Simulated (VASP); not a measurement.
# ScF3 (base) (Pm-3m) in VASP: a series of runs

Runs on ScF3 (base). Level: LDA. Tasks: single point, relaxation of cell and atoms.

Everything below comes from runs of VASP 6.6.1. Logs are shortened: lines on timing, memory, paths and dates and some standing lists are left out, and cuts for length are marked.

### Step 1. The structure

It takes space group Pm-3m (No. 221, cubic). The conventional cell has a = 3.973 Å, b = 3.973 Å, c = 3.973 Å, α = 90.00°, β = 90.00°, γ = 90.00°. Sc (site symmetry m-3m) has 6 F at 1.99 Å as nearest neighbours. Around F (site symmetry 4/mmm) lie 2 Sc at 1.99 Å.

### Step 2. Single point, LDA

The input, INCAR:

```
PREC = Accurate
ENCUT = 520
EDIFF = 1E-7
ISMEAR = 0
SIGMA = 0.02
LREAL = F
LASPH = T
NELM = 100
ALGO = Fast
ISIF = 2
LWAVE = F
LCHARG = F
NBANDS = 24
```

The input, KPOINTS:

```
regular mesh
0
Gamma
  6 6 6
```

The input, POSCAR:

```
ScF3
1.0
    3.9728689487      0.0000000000      0.0000000000
    0.0000000000      3.9728689487      0.0000000000
    0.0000000000      0.0000000000      3.9728689487
Sc F
1 3
Direct
    0.0000000000      0.0000000000      0.0000000000
    0.5000000000      0.0000000000      0.0000000000
    0.0000000000      0.5000000000      0.0000000000
    0.0000000000      0.0000000000      0.5000000000
```

Potentials or basis: VASP PAW LDA potentials, release 64 (Sc_sv, F).

Run with:

```console
$ cat potpaw_LDA.64/Sc_sv/POTCAR potpaw_LDA.64/F/POTCAR > POTCAR
$ mpirun -np 1 vasp_std > vasp.out
```

OUTCAR:

```text
PREC = Accurate
   ENCUT = 520
   EDIFF = 1E-7
   ISMEAR = 0
   LREAL = F
   LASPH = T
   NELM = 100
   ISIF = 2

 ion  position               nearest neighbor table
   1  0.000  0.000  0.000-   2 1.99   3 1.99   4 1.99   4 1.99   3 1.99   2 1.99
   2  0.500  0.000  0.000-   1 1.99   1 1.99
   3  0.000  0.500  0.000-   1 1.99   1 1.99
   4  0.000  0.000  0.500-   1 1.99   1 1.99

  LATTYP: Found a simple cubic cell.
 ALAT       =     3.9728689487

  Lattice vectors:

 A1 = (   3.9728689487,   0.0000000000,   0.0000000000)
 A2 = (   0.0000000000,   3.9728689487,   0.0000000000)
 A3 = (   0.0000000000,   0.0000000000,   3.9728689487)

Analysis of symmetry for initial positions (statically):
=====================================================================
 Subroutine PRICEL returns:
 Original cell was already a primitive cell.

 Routine SETGRP: Setting up the symmetry group for a
 simple cubic supercell.

 Subroutine GETGRP returns: Found 48 space group operations
 (whereof 48 operations were pure point group operations)
 out of a pool of 48 trial point group operations.

The static configuration has the point symmetry O_h .

Analysis of symmetry for dynamics (positions and initial velocities):
=====================================================================
 Subroutine PRICEL returns:
 Original cell was already a primitive cell.

 Routine SETGRP: Setting up the symmetry group for a
 simple cubic supercell.

 Subroutine GETGRP returns: Found 48 space group operations
 (whereof 48 operations were pure point group operations)
 out of a pool of 48 trial point group operations.

The dynamic configuration has the point symmetry O_h .

 Subroutine INISYM returns: Found 48 space group operations
 (whereof 48 operations are pure point group operations),
 and found     1 'primitive' translations

----------------------------------------------------------------------------------------

                                     Primitive cell

  volume of cell :      62.7065

  direct lattice vectors                    reciprocal lattice vectors
     3.972868949  0.000000000  0.000000000     0.251707271  0.000000000  0.000000000
     0.000000000  3.972868949  0.000000000     0.000000000  0.251707271  0.000000000
     0.000000000  0.000000000  3.972868949     0.000000000  0.000000000  0.251707271

  length of vectors
     3.972868949  3.972868949  3.972868949     0.251707271  0.251707271  0.251707271

  position of ions in fractional coordinates (direct lattice)
     0.000000000  0.000000000  0.000000000
     0.500000000  0.000000000  0.000000000
     0.000000000  0.500000000  0.000000000
     0.000000000  0.000000000  0.500000000

  ion indices of the primitive-cell ions
   primitive index   ion index
                 1           1
                 2           2
                 3           3
                 4           4

----------------------------------------------------------------------------------------

 KPOINTS: regular mesh

Automatic generation of k-mesh.
 Grid dimensions read from file:
 generate k-points for:    6    6    6

 Generating k-lattice:

  Cartesian coordinates                     Fractional coordinates (reciprocal lattice)
     0.041951212  0.000000000  0.000000000     0.166666667  0.000000000  0.000000000
     0.000000000  0.041951212  0.000000000     0.000000000  0.166666667  0.000000000
     0.000000000  0.000000000  0.041951212     0.000000000  0.000000000  0.166666667

  Length of vectors
     0.041951212  0.041951212  0.041951212

  Shift w.r.t. Gamma in fractional coordinates (k-lattice)
     0.000000000  0.000000000  0.000000000

 Subroutine IBZKPT returns following result:
 ===========================================

 Found     20 irreducible k-points:

 Following reciprocal coordinates:
            Coordinates               Weight
  0.000000  0.000000  0.000000      1.000000
  0.166667  0.000000  0.000000      6.000000
  0.333333  0.000000  0.000000      6.000000
  0.500000  0.000000  0.000000      3.000000
  0.166667  0.166667  0.000000     12.000000
  0.333333  0.166667  0.000000     24.000000
[... 12 lines left out ...]
  0.500000  0.500000  0.333333      6.000000
  0.500000  0.500000  0.500000      1.000000
   k-points           NKPTS =     20   k-points in BZ     NKDIM =     20   number of bands    NBANDS=     24
   number of dos      NEDOS =    301   number of ions     NIONS =      4
   total plane-waves  NPLWV =  27000
   dimension x,y,z NGX =    30 NGY =   30 NGZ =   30
   dimension x,y,z NGXF=    60 NGYF=   60 NGZF=   60
   ions per type =               1   3
   NGX,Y,Z   is equivalent  to a cutoff of  12.55, 12.55, 12.55 a.u.
   NGXF,Y,Z  is equivalent  to a cutoff of  25.11, 25.11, 25.11 a.u.
 SYSTEM =  unknown system
   PREC   = accura    normal or accurate (medium, high low for compatibility)
   ISTART =      0    job   : 0-new  1-cont  2-samecut
   ICHARG =      2    charge: 1-file 2-atom 10-const
   ISPIN  =      1    spin polarized calculation?
   LNONCOLLINEAR =      F non collinear calculations
   LSORBIT =      F    spin-orbit coupling
   LASPH  =      T    aspherical Exc in radial PAW
   ENCUT  =  520.0 eV  38.22 Ry    6.18 a.u.   7.39  7.39  7.39*2*pi/ulx,y,z
   NELM   =    100;   NELMIN=  2; NELMDL= -5     # of ELM steps
   EDIFF  = 0.1E-06   stopping-criterion for ELM
   LREAL  =      F    real-space projection
   EDIFFG = 0.1E-05   stopping-criterion for IOM
   NSW    =      0    number of steps for IOM
   IBRION =     -1    ionic relax: 0-MD 1-quasi-New 2-CG
   NFREE  =      0    steps in history (QN), initial steepest desc. (CG)
   ISIF   =      2    stress and relaxation
   ISYM   =      2    0-nonsym 1-usesym 2-fastsym
   POTIM  = 0.5000    time-step for ionic-motion
   TEBEG  =    0.0;   TEEND  =   0.0 temperature during run
   PSTRESS=    0.0 pullay stress
   NELECT =      32.0000    total number of electrons
   NUPDOWN=      -1.0000    fix difference up-down
   EMIN   =  10.00;   EMAX   =-10.00  energy-range for DOS
   EFERMI =   0.00;   METHOD = LEGACY
   ISMEAR =     0;   SIGMA  =   0.02  broadening in eV -4-tet -1-fermi 0-gaus
   EFERMI_NEDOS =   21; number of points for ismear=-14 and -15
   IALGO  =     68    algorithm
   IMIX   =      4    mixing-type and parameters
     AMIX     =   0.40;   BMIX     =  1.00
     AMIX_MAG =   1.60;   BMIX_MAG =  1.00
  volume/ion in A,a.u.               =      15.68       105.79
  Fermi-wavevector in a.u.,A,eV,Ry     =   1.308239  2.472214 23.286242  1.711491
  Thomas-Fermi vector in A             =   2.438920
   LORBIT       =      0    0 simple, 1 ext, 2 COOP (PROOUT), +10 PAW based schemes
   GGA     = CA    functional components
   LHFCALC =     F    Hartree Fock is set to
   AEXX    =    0.0000 exact exchange contribution
   IVDW    =     0    specifies the selected vdW correction
   LEPSILON=     F    determine dielectric tensor
   LRPA    =     F    only Hartree local field effects (RPA)
 non-spin polarized calculation
 RMM-DIIS sequential band-by-band and
 Gauss-broadening in eV      SIGMA  =   0.02
  energy-cutoff  :      520.00
  volume of cell :       62.71
 maximum number of plane-waves:      1743
 NGX is ok and might be reduce to    30
   NGX = 15   NGY = 15   NGZ = 15

 number of electron      31.9999968 magnetization

 Free energy of the ion-electron system (eV)
  ---------------------------------------------------
  ext. energy  EPLUGINS =         0.00000000
  ---------------------------------------------------
  free energy    TOTEN  =       -29.58524908 eV

  energy without entropy =      -29.58524908  energy(sigma->0) =      -29.58524908

 E-fermi :  -3.6373     XC(G=0):  -9.0064

 val. band max:       -3.7248178184   @ k =   0.5000   0.5000   0.5000
 cond. band min:       2.6088542476   @ k =   0.0000   0.0000   0.0000
 fundamental gap:      6.3336720661
 Fermi energy:        -3.6372786152

 k-point     1 :       0.0000    0.0000    0.0000
  band No.  band energies     occupation
      1     -48.8022      2.00000
      2     -27.8698      2.00000
      3     -27.8698      2.00000
      4     -27.8698      2.00000
      5     -23.4424      2.00000
      6     -23.1566      2.00000
[... 16 lines left out ...]
     23      12.2663      0.00000
     24      12.2671      0.00000

 k-point     2 :       0.1667    0.0000    0.0000
  band No.  band energies     occupation
      1     -48.8006      2.00000
      2     -28.0127      2.00000
      3     -27.8684      2.00000
      4     -27.8684      2.00000
      5     -23.3795      2.00000
      6     -23.1544      2.00000
[... 16 lines left out ...]
     23      10.7873      0.00000
     24      12.5411      0.00000

 k-point     3 :       0.3333    0.0000    0.0000
  band No.  band energies     occupation
      1     -48.7975      2.00000
      2     -28.2653      2.00000
      3     -27.8657      2.00000
      4     -27.8657      2.00000
      5     -23.3465      2.00000
      6     -23.1511      2.00000
[... 16 lines left out ...]
     23       8.9961      0.00000
     24      13.1640      0.00000

 k-point     4 :       0.5000    0.0000    0.0000
  band No.  band energies     occupation
      1     -48.7960      2.00000
      2     -28.3787      2.00000
      3     -27.8643      2.00000
      4     -27.8643      2.00000
      5     -23.3395      2.00000
      6     -23.1490      2.00000
[... 16 lines left out ...]
     23       7.9780      0.00000
     24      13.5301      0.00000

 k-point     5 :       0.1667    0.1667    0.0000
  band No.  band energies     occupation
      1     -48.7991      2.00000
      2     -28.0129      2.00000
      3     -28.0096      2.00000
      4     -27.8670      2.00000
      5     -23.3026      2.00000
      6     -22.9991      2.00000
[... 343 lines left out ...]
 k-point    18 :       0.5000    0.3333    0.3333
  band No.  band energies     occupation
      1     -48.7867      2.00000
      2     -28.3684      2.00000
      3     -28.2550      2.00000
      4     -28.2525      2.00000
      5     -22.4821      2.00000
      6     -22.4335      2.00000
[... 16 lines left out ...]
     23       9.5124      0.00000
     24      10.3368      0.00000

 k-point    19 :       0.5000    0.5000    0.3333
  band No.  band energies     occupation
      1     -48.7852      2.00000
      2     -28.3667      2.00000
      3     -28.3667      2.00000
      4     -28.2521      2.00000
      5     -22.4562      2.00000
      6     -22.2054      2.00000
[... 16 lines left out ...]
     23      10.1472      0.00000
     24      10.1472      0.00000

 k-point    20 :       0.5000    0.5000    0.5000
  band No.  band energies     occupation
      1     -48.7836      2.00000
      2     -28.3649      2.00000
      3     -28.3649      2.00000
      4     -28.3649      2.00000
      5     -22.2037      2.00000
      6     -22.2037      2.00000
[... 16 lines left out ...]
     23      11.5260      0.00000
     24      11.5263      0.00000

------------------------ aborting loop because EDIFF is reached ----------------------------------------

  FORCE on cell =-STRESS in cart. coord.  units (eV):
  Direction    XX          YY          ZZ          XY          YZ          ZX
  --------------------------------------------------------------------------------------
  -------------------------------------------------------------------------------------
  Total        0.2980913      0.2980913      0.2980913     -0.0000000     -0.0000000      0.0000000
  in kB        7.6163538      7.6163538      7.6163538     -0.0000000     -0.0000000      0.0000000
  external PRESSURE =       7.6163538 kB  Pullay stress =       0.0000000 kB

 VOLUME and BASIS-vectors are now :
 -----------------------------------------------------------------------------
  energy-cutoff  :      520.00
  volume of cell :       62.71
      direct lattice vectors                 reciprocal lattice vectors
     3.972868949  0.000000000  0.000000000     0.251707271  0.000000000  0.000000000
     0.000000000  3.972868949  0.000000000     0.000000000  0.251707271  0.000000000
     0.000000000  0.000000000  3.972868949     0.000000000  0.000000000  0.251707271

 POSITION                                       TOTAL-FORCE (eV/Angst)
 -----------------------------------------------------------------------------------
      0.00000      0.00000      0.00000         0.000000      0.000000      0.000000
      1.98643      0.00000      0.00000         0.000000      0.000000      0.000000
      0.00000      1.98643      0.00000         0.000000      0.000000      0.000000
      0.00000      0.00000      1.98643         0.000000      0.000000      0.000000
 -----------------------------------------------------------------------------------
    total drift:                                0.000000      0.000000      0.000000

  FREE ENERGIE OF THE ION-ELECTRON SYSTEM (eV)
  ---------------------------------------------------
  free  energy   TOTEN  =       -29.5852490779 eV

  energy  without entropy=      -29.5852490779  energy(sigma->0) =      -29.58524908
```

It took 21 s on 1 thread of Intel Xeon 6975P-C (Granite Rapids), shared host; peak memory 0.15 GiB.

What came out:

| Item | Value |
| --- | --- |
| Free energy | -29.5852 eV |
| Pressure | 0.8 GPa |
| Band gap on the k mesh | 6.33 eV, indirect (least direct gap 6.87 eV) |

A k mesh can miss the band edges. LDA gaps usually lie below the measured ones, often by a third to a half.

### Step 3. Relaxation of cell and atoms, LDA

This run uses another cell than the first one, of 16.15 Å³/atom, 1.030 times its volume.

The input, INCAR:

```
SYSTEM = ScF3
  PREC = Accurate
  ENCUT = 600
  EDIFF = 1E-6
  ISMEAR = 0
  SIGMA = 0.02
  LREAL = .False.
  LASPH = .True.
  NELM = 100
  ALGO = Normal
  ISIF = 3
  LWAVE = .False.
  LCHARG = .False.
  GGA = CA
  IBRION = 2
  NSW = 100
  EDIFFG = -0.002
```

The input, KPOINTS:

```
regular mesh
0
Gamma
  6 6 6
  0 0 0
```

The input, POSCAR:

```
ScF3
1.0
    4.0124500000      0.0000000000      0.0000000000
    0.0000000000      4.0124500000      0.0000000000
    0.0000000000      0.0000000000      4.0124500000
Sc F
1 3
Direct
    0.0000000000      0.0000000000      0.0000000000
    0.5000000000      0.0000000000      0.0000000000
    0.0000000000      0.5000000000      0.0000000000
    0.0000000000      0.0000000000      0.5000000000
```

Potentials or basis: VASP PAW LDA potentials, release 64 (Sc_sv, F).

Run with:

```console
$ cat potpaw_LDA.64/Sc_sv/POTCAR potpaw_LDA.64/F/POTCAR > POTCAR
$ mpirun -np 1 vasp_std > vasp.out
```

It took 24 s on 1 thread of Intel Xeon 6975P-C (Granite Rapids), shared host; peak memory 0.17 GiB.

It converged, with:

```
Free energy                            : -29.5974 eV
Relaxed volume                         : 15.77 Å³/atom
Relaxed cell                           : a = 3.980 Å, b = 3.980 Å, c = 3.980 Å, α = 90.00°, β = 90.00°, γ = 90.00°
Space group after relaxing (to 0.05 Å) : Pm-3m (No. 221)
Energy gained by relaxing              : 3.0 meV/atom
Ionic steps                            : 3
Pressure after relaxing                : 0.0 GPa
Band gap on the k mesh                 : 6.31 eV, indirect (least direct gap 6.84 eV)
```

Step by step:
```tsv
step	energy change (eV)	largest force (eV/Å)	pressure (GPa)	volume (Å³)
1	0.0000	0.0000	-2.42	64.60
2	-0.0092	0.0000	1.22	62.35
3	-0.0119	0.0000	0.00	63.06
```

Final structure:
```
CELL_PARAMETERS angstrom
3.98033 0.00000 0.00000
0.00000 3.98033 0.00000
0.00000 0.00000 3.98033
ATOMIC_POSITIONS crystal
Sc 0.00000 0.00000 0.00000
F 0.50000 0.00000 0.00000
F 0.00000 0.50000 0.00000
F 0.00000 0.00000 0.50000
```

Levels at points of the mesh, in eV from the valence-band top:
| k point | band 13 | band 14 | band 15 | band 16 | band 17 | band 18 | band 19 | band 20 |
| --- | --- | --- | --- | --- | --- | --- | --- | --- |
| (0.00, 0.00, 0.00) | -0.61 | -0.53 | -0.53 | -0.53 | 6.31 | 6.31 | 6.31 | 7.67 |
| (0.50, 0.00, 0.00) | -1.22 | -0.74 | -0.55 | -0.55 | 6.35 | 7.28 | 7.28 | 8.21 |
| (0.50, 0.50, 0.00) | -1.20 | -1.00 | -1.00 | -0.01 | 7.32 | 7.32 | 7.99 | 8.89 |
| (0.50, 0.50, 0.50) | -2.40 | 0.00 | 0.00 | 0.00 | 8.05 | 8.05 | 8.05 | 11.09 |

A k mesh can miss the band edges. Zero-point motion and thermal expansion aren't in these numbers.
